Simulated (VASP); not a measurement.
OSZICAR of a VASP run on CsPbBr3 (cubic perovskite):

File OSZICAR:
```
       N       E                     dE             d eps       ncg     rms          rms(c)
DAV:   1     0.413200745869E+03    0.41320E+03   -0.18620E+04   520   0.148E+03
DAV:   2     0.430115762416E+02   -0.37019E+03   -0.36349E+03   646   0.330E+02
DAV:   3    -0.426030482697E+01   -0.47272E+02   -0.46937E+02   638   0.127E+02
DAV:   4    -0.594505364580E+01   -0.16847E+01   -0.16808E+01   640   0.324E+01
DAV:   5    -0.600204708606E+01   -0.56993E-01   -0.56970E-01   680   0.495E+00    0.388E+00
DAV:   6    -0.517065202389E+01    0.83140E+00   -0.16317E+00   708   0.137E+01    0.195E+00
DAV:   7    -0.508047819734E+01    0.90174E-01   -0.72484E-01   722   0.484E+00    0.990E-01
DAV:   8    -0.507575123123E+01    0.47270E-02   -0.86368E-02   630   0.223E+00    0.251E-01
DAV:   9    -0.507320871875E+01    0.25425E-02   -0.17035E-02   714   0.932E-01    0.980E-02
DAV:  10    -0.507339196187E+01   -0.18324E-03   -0.14689E-03   606   0.259E-01    0.506E-02
DAV:  11    -0.507348729134E+01   -0.95329E-04   -0.22288E-04   620   0.139E-01    0.947E-03
DAV:  12    -0.507349316339E+01   -0.58720E-05   -0.14572E-05   618   0.322E-02    0.410E-03
DAV:  13    -0.507349339555E+01   -0.23215E-06   -0.23670E-06   738   0.149E-02    0.112E-03
DAV:  14    -0.507349341460E+01   -0.19048E-07   -0.41319E-07   504   0.604E-03
   1 F= -.50734934E+01 E0= -.50734934E+01  d E =-.208983E-12
```

### Question
Which electronic solver shows in the log?

### Answer
It is blocked Davidson (ALGO = Normal, or the opening steps of other solvers). The INCAR had ALGO = Normal.

### Question
Can the final energy be trusted as converged?

### Answer
The calculation finished and met its thresholds. It stopped with EDIFF = 1E-7, NELM = 100 (vdW-DF2, plane waves, VASP's PBE PAW potentials (set 64)).

The compound is CsPbBr3 in the cubic perovskite structure, the ideal cubic form; the compound distorts at low or room temperature. This cell is one point of a volume scan, at 0.97 of the reference volume.
